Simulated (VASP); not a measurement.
Output of a VASP run:

### OSZICAR
```
       N       E                     dE             d eps       ncg     rms          rms(c)
DAV:   1     0.922617269384E+02    0.92262E+02   -0.92831E+03   754   0.166E+03
DAV:   2    -0.501269368507E+00   -0.92763E+02   -0.88980E+02   829   0.288E+02
DAV:   3    -0.658635488474E+01   -0.60851E+01   -0.60604E+01   909   0.742E+01
DAV:   4    -0.666291343601E+01   -0.76559E-01   -0.76536E-01   849   0.897E+00
DAV:   5    -0.666411735840E+01   -0.12039E-02   -0.12039E-02   929   0.109E+00    0.766E+00
DAV:   6    -0.626268827259E+01    0.40143E+00   -0.90474E-01  1125   0.357E+01    0.586E+00
DAV:   7    -0.624851010006E+01    0.14178E-01   -0.35768E-01   799   0.570E+00    0.295E+00
DAV:   8    -0.625025050099E+01   -0.17404E-02   -0.66533E-03   859   0.778E-01    0.852E-01
DAV:   9    -0.625109564953E+01   -0.84515E-03   -0.16825E-03   847   0.353E-01    0.129E-01
DAV:  10    -0.625136192242E+01   -0.26627E-03   -0.22071E-04   844   0.132E-01    0.633E-02
DAV:  11    -0.625142455255E+01   -0.62630E-04   -0.88306E-05   804   0.790E-02    0.896E-03
DAV:  12    -0.625142792911E+01   -0.33766E-05   -0.87897E-06   874   0.224E-02    0.347E-03
DAV:  13    -0.625142769942E+01    0.22968E-06   -0.67146E-07   953   0.112E-02    0.105E-03
DAV:  14    -0.625142769616E+01    0.32649E-08   -0.11561E-07   627   0.297E-03
   1 F= -.62514277E+01 E0= -.62514277E+01  d E =-.173030E-10
```

**OUTCAR**
```
------------------------ aborting loop because EDIFF is reached ----------------------------------------
  FORCE on cell =-STRESS in cart. coord.  units (eV):
  Direction    XX          YY          ZZ          XY          YZ          ZX
  --------------------------------------------------------------------------------------
  Total        1.1085821      1.1085821      1.1085821      0.0000000      0.0000000     -0.0000000
  in kB       45.5346753     45.5346753     45.5346753      0.0000000      0.0000000     -0.0000000
  external PRESSURE =      45.5346753 kB  Pullay stress =       0.0000000 kB
  volume of cell :       39.01
      direct lattice vectors                 reciprocal lattice vectors
     0.000000000  2.691754233  2.691754233    -0.185752471  0.185752471  0.185752471
     2.691754233  0.000000000  2.691754233     0.185752471 -0.185752471  0.185752471
     2.691754233  2.691754233  0.000000000     0.185752471  0.185752471 -0.185752471
  FREE ENERGIE OF THE ION-ELECTRON SYSTEM (eV)
  ---------------------------------------------------
  free  energy   TOTEN  =        -6.2514276962 eV

  energy  without entropy=       -6.2514276961  energy(sigma->0) =       -6.25142770
```
(Selected blocks of OUTCAR.)

POSCAR:
```
ZnS
1
    0.0000000000     2.6917542327     2.6917542327
    2.6917542327     0.0000000000     2.6917542327
    2.6917542327     2.6917542327     0.0000000000
Zn S
1 1
Direct
  0.0000000000   0.0000000000   0.0000000000
  0.2500000000   0.2500000000   0.2500000000
```

Task: Write an INCAR and KPOINTS that could have produced this output.

Result: One answer among several that fit: the input of the run itself, revPBE GGA, plane waves, VASP's PBE PAW potentials (set 64).

### KPOINTS
```
Automatic mesh
0
Gamma
8 8 8
0 0 0
```

### INCAR
```
EDIFF=1E-7   # SCF stop (eV)
SYSTEM=ZnS
NELM=100   # most electronic steps
ALGO=Normal
PREC=Accurate
GGA=RE   # revPBE
ENCUT=520   # plane-wave cut-off (eV)
LASPH=.TRUE.   # aspherical one-centre terms
SIGMA=0.05   # width (eV)
ISIF=2   # forces and stress, cell fixed
LREAL=.FALSE.
LWAVE=.FALSE.
ISMEAR=0
LCHARG=.FALSE.
LMAXMIX=4   # l cut-off of mixed one-centre charges
```

POTCAR, in this order: Zn S (PBE.64 set). Program: vasp_std.

The compound is ZnS in the zinc blende structure. This cell is one point of a volume scan, at 0.94 of the reference volume.
